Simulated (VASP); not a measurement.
# Sn2HBr3 (P3m1) in VASP: phonons with PBE

Aim: the phonons of Sn2HBr3 with PBE.

All numbers are computed with VASP 6.6.1; they aren't measurements. Logs are shortened: lines on timing, memory, paths and dates and some standing lists are left out, and cuts for length are marked.

### Step 1. The structure

Symmetry: P3m1, No. 156, trigonal system. The conventional cell has a = 4.147 Å, b = 4.147 Å, c = 12.766 Å, α = 90.00°, β = 90.00°, γ = 120.00°. Sn (site symmetry 3m) is surrounded by 6 Br at 2.98 to 3.01 Å. Around Sn (site symmetry 3m) lie 3 H at 2.46 Å. H (site symmetry 3m) has 3 Sn at 2.46 Å as nearest neighbours. Br (site symmetry 3m) is surrounded by 3 Sn at 2.98 Å. Br (site symmetry 3m) has 3 Sn at 3.01 Å as nearest neighbours. Around Br (site symmetry 3m) lie 3 Sn at 2.97 Å and 3 H at 3.33 Å.

The cell was built by a generator and needn't be a form met in nature.

### Step 2. Phonons, PBE

The input, POSCAR:

```
Sn2HBr3
1.0
    4.1469970000      0.0000000000      0.0000000000
   -2.0734980000      3.5914050000      0.0000000000
    0.0000000000      0.0000000000     12.7664400000
Sn H Br
2 1 3
Direct
    0.3333330000      0.6666670000      0.4372610000
    0.3333330000      0.6666670000      0.0120900000
    0.6666670000      0.3333330000      0.0554730000
    0.6666670000      0.3333330000      0.5767770000
    0.0000000000      0.0000000000      0.2941130000
    0.0000000000      0.0000000000      0.8742010000
```

The input, INCAR.step1:

```
ALGO = Fast
EDIFF = 1E-8
EDIFFG = -0.002
ENCUT = 520
GGA = PE
IBRION = 2
ISIF = 3
ISMEAR = 0
KPAR = 4
LASPH = True
LCHARG = False
LREAL = False
LWAVE = False
NELM = 80
NSW = 40
PREC = Accurate
SIGMA = 0.1
```

The input, INCAR.step2:

```
ALGO = Fast
EDIFF = 1E-8
ENCUT = 520
GGA = PE
IBRION = 6
ISIF = 2
ISMEAR = 0
KPAR = 4
LASPH = True
LCHARG = False
LREAL = False
LWAVE = False
NELM = 80
NFREE = 2
NSW = 1
POTIM = 0.015
PREC = Accurate
SIGMA = 0.1
```

The input, KPOINTS:

```
k-points
0
Gamma
  8 8 4
```

Potentials or basis: VASP PAW PBE potentials, release 64 (Sn_d, H, Br).

Command:

```
cat potpaw_PBE.64/Sn_d/POTCAR potpaw_PBE.64/H/POTCAR potpaw_PBE.64/Br/POTCAR > POTCAR
cp INCAR.step1 INCAR
mpirun -np 4 vasp_std > vasp.out
cp CONTCAR POSCAR
cp INCAR.step2 INCAR
mpirun -np 4 vasp_std > vasp.out
```

OUTCAR:

```text
EDIFF = 1E-8
   ENCUT = 520
   GGA = PE
   IBRION = 6
   ISIF = 2
   ISMEAR = 0
   LASPH = True
   LREAL = False
   NELM = 80
   NFREE = 2
   NSW = 1
   POTIM = 0.015
   PREC = Accurate

 ion  position               nearest neighbor table
   1  0.333  0.667  0.437-   4 2.98   4 2.98   4 2.98   5 3.01   5 3.01   5 3.01
   2  0.333  0.667  0.012-   6 2.97   6 2.97   6 2.97
   3  0.667  0.333  0.056-
   4  0.667  0.333  0.577-   1 2.98   1 2.98   1 2.98
   5  0.000  0.000  0.294-   1 3.01   1 3.01   1 3.01
   6  0.000  0.000  0.874-   2 2.97   2 2.97   2 2.97

  LATTYP: Found a hexagonal cell.
 ALAT       =     4.1458855609
 C/A-ratio  =     3.0810518995

  Lattice vectors:

 A1 = (   4.1458855609,  -0.0000000002,   0.0000000000)
 A2 = (  -2.0729422807,   3.5904424654,   0.0000000000)
 A3 = (  -0.0000000000,   0.0000000000,  12.7736885824)

Analysis of symmetry for initial positions (statically):
=====================================================================
 Subroutine PRICEL returns:
 Original cell was already a primitive cell.

 Routine SETGRP: Setting up the symmetry group for a
 hexagonal supercell.

 Subroutine GETGRP returns: Found  6 space group operations
 (whereof  6 operations were pure point group operations)
 out of a pool of 24 trial point group operations.

The static configuration has the point symmetry C_3v.

Analysis of symmetry for dynamics (positions and initial velocities):
=====================================================================
 Subroutine PRICEL returns:
 Original cell was already a primitive cell.

 Routine SETGRP: Setting up the symmetry group for a
 hexagonal supercell.

 Subroutine GETGRP returns: Found  6 space group operations
 (whereof  6 operations were pure point group operations)
 out of a pool of 24 trial point group operations.

The dynamic configuration has the point symmetry C_3v.

 Subroutine INISYM returns: Found  6 space group operations
 (whereof  6 operations are pure point group operations),
 and found     1 'primitive' translations

----------------------------------------------------------------------------------------

                                     Primitive cell

  volume of cell :     190.1436

  direct lattice vectors                    reciprocal lattice vectors
     4.145885561 -0.000000000  0.000000000     0.241202992  0.139258569  0.000000000
    -2.072942281  3.590442465  0.000000000     0.000000000  0.278517205  0.000000000
    -0.000000000  0.000000000 12.773688582     0.000000000  0.000000000  0.078285923

  length of vectors
     4.145885561  4.145885526 12.773688582     0.278517203  0.278517205  0.078285923

  position of ions in fractional coordinates (direct lattice)
     0.333333000  0.666667000  0.437277760
     0.333333000  0.666667000  0.011966653
     0.666667000  0.333333000  0.055623897
     0.666667000  0.333333000  0.576697232
     1.000000000  0.000000000  0.294217445
     1.000000000  0.000000000  0.874132012

  ion indices of the primitive-cell ions
   primitive index   ion index
                 1           1
                 2           2
                 3           3
                 4           4
                 5           5
                 6           6

----------------------------------------------------------------------------------------

 KPOINTS: k-points

Automatic generation of k-mesh.
 Grid dimensions read from file:
 generate k-points for:    8    8    4

 Generating k-lattice:

  Cartesian coordinates                     Fractional coordinates (reciprocal lattice)
     0.030150374  0.017407321  0.000000000     0.125000000  0.000000000 -0.000000000
     0.000000000  0.034814651  0.000000000     0.000000000  0.125000000  0.000000000
     0.000000000  0.000000000  0.019571481     0.000000000  0.000000000  0.250000000

  Length of vectors
     0.034814650  0.034814651  0.019571481

  Shift w.r.t. Gamma in fractional coordinates (k-lattice)
[... 39 lines left out ...]
   ions per type =               2   1   3
   NGX,Y,Z   is equivalent  to a cutoff of  12.83, 12.83, 12.49 a.u.
   NGXF,Y,Z  is equivalent  to a cutoff of  25.66, 25.66, 24.99 a.u.
 SYSTEM =  unknown system
   PREC   = accura    normal or accurate (medium, high low for compatibility)
   ISTART =      0    job   : 0-new  1-cont  2-samecut
   ICHARG =      2    charge: 1-file 2-atom 10-const
   ISPIN  =      1    spin polarized calculation?
   LNONCOLLINEAR =      F non collinear calculations
   LSORBIT =      F    spin-orbit coupling
   LASPH  =      T    aspherical Exc in radial PAW
   ENCUT  =  520.0 eV  38.22 Ry    6.18 a.u.   7.71  7.71 23.75*2*pi/ulx,y,z
   NELM   =     80;   NELMIN=  2; NELMDL=  0     # of ELM steps
   EDIFF  = 0.1E-07   stopping-criterion for ELM
   LREAL  =      F    real-space projection
   EDIFFG = 0.1E-06   stopping-criterion for IOM
   NSW    =    109    number of steps for IOM
   IBRION =      6    ionic relax: 0-MD 1-quasi-New 2-CG
   NFREE  =      2    steps in history (QN), initial steepest desc. (CG)
   ISIF   =      2    stress and relaxation
   ISYM   =      2    0-nonsym 1-usesym 2-fastsym
   POTIM  = 0.0150    time-step for ionic-motion
   TEBEG  =    0.0;   TEEND  =   0.0 temperature during run
   PSTRESS=    0.0 pullay stress
   NELECT =      50.0000    total number of electrons
   NUPDOWN=      -1.0000    fix difference up-down
   EMIN   =  10.00;   EMAX   =-10.00  energy-range for DOS
   EFERMI =   0.00;   METHOD = LEGACY
   ISMEAR =     0;   SIGMA  =   0.10  broadening in eV -4-tet -1-fermi 0-gaus
   EFERMI_NEDOS =   21; number of points for ismear=-14 and -15
   IALGO  =     68    algorithm
   IMIX   =      4    mixing-type and parameters
     AMIX     =   0.40;   BMIX     =  1.00
     AMIX_MAG =   1.60;   BMIX_MAG =  1.00
  volume/ion in A,a.u.               =      31.69       213.86
  Fermi-wavevector in a.u.,A,eV,Ry     =   1.048828  1.981998 14.966957  1.100040
  Thomas-Fermi vector in A             =   2.183766
   LORBIT       =      0    0 simple, 1 ext, 2 COOP (PROOUT), +10 PAW based schemes
   GGA     = PE    functional components
   LHFCALC =     F    Hartree Fock is set to
   AEXX    =    0.0000 exact exchange contribution
   IVDW    =     0    specifies the selected vdW correction
   LEPSILON=     F    determine dielectric tensor
   LRPA    =     F    only Hartree local field effects (RPA)
 finite differences with symmetry
 non-spin polarized calculation
 RMM-DIIS sequential band-by-band and
 Gauss-broadening in eV      SIGMA  =   0.10
  energy-cutoff  :      520.00
  volume of cell :      190.14
 maximum number of plane-waves:      5166
 NGX is ok and might be reduce to    32
   NGX = 15   NGY = 15   NGZ = 47

--------------------------------------- Ionic step        1  -------------------------------------------

 number of electron      49.9999997 magnetization

 Free energy of the ion-electron system (eV)
  ---------------------------------------------------
  ext. energy  EPLUGINS =         0.00000000
  ---------------------------------------------------
  free energy    TOTEN  =       -18.45640508 eV

  energy without entropy =      -18.45639657  energy(sigma->0) =      -18.45640082

------------------------ aborting loop because EDIFF is reached ----------------------------------------

  FORCE on cell =-STRESS in cart. coord.  units (eV):
  Direction    XX          YY          ZZ          XY          YZ          ZX
  --------------------------------------------------------------------------------------
  -------------------------------------------------------------------------------------
  Total        0.0043338      0.0043338      0.0030616      0.0000000      0.0000000     -0.0000000
  in kB        0.0365173      0.0365173      0.0257972      0.0000000      0.0000000     -0.0000000
  external PRESSURE =       0.0329439 kB  Pullay stress =       0.0000000 kB
[... 101 lines left out ...]
  FREE ENERGIE OF THE ION-ELECTRON SYSTEM (eV)
  ---------------------------------------------------
  free  energy   TOTEN  =       -18.4562675804 eV

  energy  without entropy=      -18.4562591125  energy(sigma->0) =      -18.45626335

[... ionic steps 4 to 22 ...]

--------------------------------------- Ionic step       23  -------------------------------------------

 number of electron      49.9999998 magnetization

------------------------ aborting loop because EDIFF is reached ----------------------------------------
[... 75 lines left out ...]
--------------------------------------- Ionic step       25  -------------------------------------------

 number of electron      49.9999998 magnetization

 Free energy of the ion-electron system (eV)
  ---------------------------------------------------
  ext. energy  EPLUGINS =         0.00000000
  ---------------------------------------------------
  free energy    TOTEN  =       -18.45595022 eV

  energy without entropy =      -18.45594035  energy(sigma->0) =      -18.45594529

 E-fermi :   3.0669     XC(G=0):  -7.8875

 val. band max:        2.8696179998   @ k =   0.0000   0.0000   0.5000
 cond. band min:       3.2681325099   @ k =   0.0000   0.0000   0.5000
 fundamental gap:      0.3985145101
 Fermi energy:         3.0669315513

 k-point     1 :       0.0000    0.0000    0.0000
  band No.  band energies     occupation
      1     -19.9452      2.00000
      2     -19.9452      2.00000
      3     -19.9282      2.00000
      4     -19.9217      2.00000
      5     -19.9217      2.00000
      6     -19.0794      2.00000
[... 781 lines left out ...]
     29       5.0232      0.00000
     30       5.3017      0.00000

 [... further k-points ...]
[... 5 lines left out ...]
  --------------------------------------------------------------------------------------
  -------------------------------------------------------------------------------------
  Total       -0.0561477     -0.0561477     -0.1048567     -0.0000000      0.0000000     -0.0000000
  in kB       -0.4731090     -0.4731091     -0.8835377     -0.0000001      0.0000000     -0.0000000
  external PRESSURE =      -0.6099186 kB  Pullay stress =       0.0000000 kB
[... 21 lines left out ...]
  FREE ENERGIE OF THE ION-ELECTRON SYSTEM (eV)
  ---------------------------------------------------
  free  energy   TOTEN  =       -18.4559502232 eV

  energy  without entropy=      -18.4559403490  energy(sigma->0) =      -18.45594529

 INTERNAL STRAIN TENSORS FROM DISPLACED ATOMS
 ============================================

 INTERNAL STRAIN TENSOR FOR ION    1 for displacements in x,y,z  (eV/Angst):
          X           Y           Z          XY          YZ          ZX
  --------------------------------------------------------------------------------
  x    -0.00000     0.00000    -0.00000    -0.10027     0.00000     0.22224
  y    -0.10027     0.10027     0.00000     0.00000     0.22224     0.00000
  z     0.64956     0.64956     0.19762     0.00000     0.00000    -0.00000

 INTERNAL STRAIN TENSOR FOR ION    6 for displacements in x,y,z  (eV/Angst):
          X           Y           Z          XY          YZ          ZX
  --------------------------------------------------------------------------------
  x    -0.00000     0.00000    -0.00000    -1.84380     0.00000     3.03190
  y    -1.84380     1.84380     0.00000     0.00000     3.03191     0.00000
  z     4.10093     4.10093     7.18557     0.00000     0.00000    -0.00000

 Eigenvectors and eigenvalues of the dynamical matrix
 ----------------------------------------------------

   1 f  =   18.583003 THz   116.760452 2PiTHz  619.862261 cm-1    76.853091 meV
             X         Y         Z           dx          dy          dz
     -0.000002  2.393630  5.585650    -0.000000    0.000000    0.012483
     -0.000002  2.393630  0.152858    -0.000000    0.000000   -0.068735
      2.072945  1.196813  0.710522    -0.000000    0.000000    0.997196
      2.072945  1.196813  7.366551     0.000000    0.000000   -0.007176
     -0.000000  0.000000  3.758242     0.000000   -0.000000   -0.015468
     -0.000000  0.000000 11.165890    -0.000000   -0.000000   -0.020734
[... 145 lines left out ...]
  18 f/i=    4.512963 THz    28.355780 2PiTHz  150.536226 cm-1    18.664105 meV
             X         Y         Z           dx          dy          dz
     -0.000002  2.393630  5.585650    -0.003959   -0.006390    0.000000
     -0.000002  2.393630  0.152858    -0.307037   -0.495536   -0.000000
      2.072945  1.196813  0.710522     0.264706    0.427217   -0.000000
      2.072945  1.196813  7.366551     0.003785    0.006109   -0.000000
     -0.000000  0.000000  3.758242     0.008540    0.013783   -0.000000
     -0.000000  0.000000 11.165890     0.336104    0.542450   -0.000000

 ELASTIC MODULI CONTR FROM IONIC RELAXATION (kBar)
 Direction    XX          YY          ZZ          XY          YZ          ZX
 --------------------------------------------------------------------------------
 XX        -196.4825    -79.5728   -218.0711     -0.0000     98.6255      0.0000
 YY         -79.5728   -196.4826   -218.0712     -0.0000    -98.6255     -0.0000
 ZZ        -218.0711   -218.0712   -347.5008     -0.0000      0.0000     -0.0000
 XY          -0.0000     -0.0000     -0.0000    -58.4549     -0.0000     98.6247
 YZ          98.6255    -98.6255      0.0000     -0.0000   -181.0605     -0.0000
 ZX           0.0000     -0.0000     -0.0000     98.6247     -0.0000   -181.0592
 --------------------------------------------------------------------------------
```

Run time: 48 min. Hardware: 4 MPI ranks of Intel Xeon Platinum 8488C (Sapphire Rapids), shared host; peak memory 1.2 GiB.

Results:

```yaml
Highest_phonon_frequency_at_Γ_LO-TO_splitting_left_out: 620 cm⁻¹
Most_unstable_mode: 151i cm⁻¹
```

Phonon frequencies in cm⁻¹ (negative: imaginary):
```tsv
q point	frequencies
(0.000, 0.000, 0.000)	-151 -151 -2 -1 -1 4 4 17 69 69 88 88 121 147 173 276 276 620
```

Caveat: some modes are imaginary; this functional lacks dispersion, which binds the layers, so the pressure and a relaxed spacing across them are unreliable.
